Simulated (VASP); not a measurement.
Consider the following.

```xyz
2
Lattice="0.0000 2.3555 2.3555 2.3555 0.0000 2.3555 2.3555 2.3555 0.0000" Properties=species:S:1:pos:R:3 pbc="T T T"
Zr     0.0000     0.0000     0.0000
C      2.3555     2.3555     2.3555
```

Computed with PBE GGA, VASP's PBE PAW potentials (set 64) (plane waves; VASP 6.6.1). Run with 620 eV cut-off, 13×13×13 Γ-centred mesh, first-order Methfessel-Paxton smearing of 0.10 eV, potentials Zr_sv C.

Energy and stress use the plane-wave basis of the starting cell.

**Question.** The ions, cell shape and volume at an external pressure of 5.0 GPa are relaxed. What does this cell relax into?

**Answer.** 
```xyz
2
Lattice="0.0000 2.3383 2.3383 2.3383 0.0000 2.3383 2.3383 2.3383 0.0000" Properties=species:S:1:pos:R:3 pbc="T T T"
Zr     0.0000     0.0000     0.0000
C      2.3383     2.3383     2.3383
```
Space group Fm-3m (225), at a tolerance of 0.03 Å.

**Question.** How do energy and volume change from the first to the last step?

**Answer.** The energy (σ→0) changes by +4.2 meV/atom and the volume by -2.2 %, in 3 ionic steps.

The compound is ZrC in the rock salt structure. This run relaxes it under an external pressure of 5 GPa. Symmetry was kept, so distortions that lower it aren't found.
